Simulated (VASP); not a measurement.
All values below come from r2SCAN meta-GGA, VASP's PBE PAW potentials (set 64) (plane waves; VASP 6.6.1).

A VASP calculation is set up with these files.

File POSCAR:
```
PtSb
1
    3.3935458586    -0.0000000000    -0.0000000000
    0.0000000000     3.3935458586    -0.0000000000
   -0.0000000000    -0.0000000000     3.3935458586
Pt Sb
1 1
Direct
  0.0000000000   0.0000000000   0.0000000000
  0.5000000000   0.5000000000   0.5000000000
```

INCAR:
```
ALGO = Normal
EDIFF = 1E-7
ENCUT = 400
ISIF = 2
ISMEAR = -5
LASPH = .TRUE.
LCHARG = .FALSE.
LMAXMIX = 6
LMIXTAU = .TRUE.
LORBIT = 11
LREAL = .FALSE.
LWAVE = .FALSE.
METAGGA = R2SCAN
NEDOS = 601
NELM = 100
PREC = Accurate
SYSTEM = PtSb
```

File KPOINTS:
```
K-points
0
gamma
  12 12 12
0 0 0
```

KPOINTS_OPT:
```
k-points along high-symmetry lines
10
Line-mode
Reciprocal
  0.000000   0.000000   0.000000 ! GAMMA
  0.000000   0.500000   0.000000 ! X

  0.000000   0.500000   0.000000 ! X
  0.500000   0.500000   0.000000 ! M

  0.500000   0.500000   0.000000 ! M
  0.000000   0.000000   0.000000 ! GAMMA

  0.000000   0.000000   0.000000 ! GAMMA
  0.500000   0.500000   0.500000 ! R

  0.500000   0.500000   0.500000 ! R
  0.000000   0.500000   0.000000 ! X

  0.500000   0.500000   0.500000 ! R
  0.500000   0.500000   0.000000 ! M
```

POTCAR, in this order: Pt Sb (PBE.64 set). Program: vasp_std.

What will the output report for the number of irreducible k-points (NKPTS), number of bands (NBANDS), largest plane-wave count, number of space-group operations, FFT grid (NGX, NGY, NGZ)?

```json
{
  "number of irreducible k-points (NKPTS)": "84",
  "number of bands (NBANDS)": "11",
  "largest_plane_wave_count": "739",
  "number_of_space_group_operations": "48",
  "FFT grid (NGX, NGY, NGZ)": "24 × 24 × 24"
}
```

The structure was generated: PtSb was put into the CsCl type type (Pm-3m), which need not be its known phase. It was relaxed first, which changed the volume by -14 %. The electron count is odd and the run is not spin-polarised, which forces a metal.
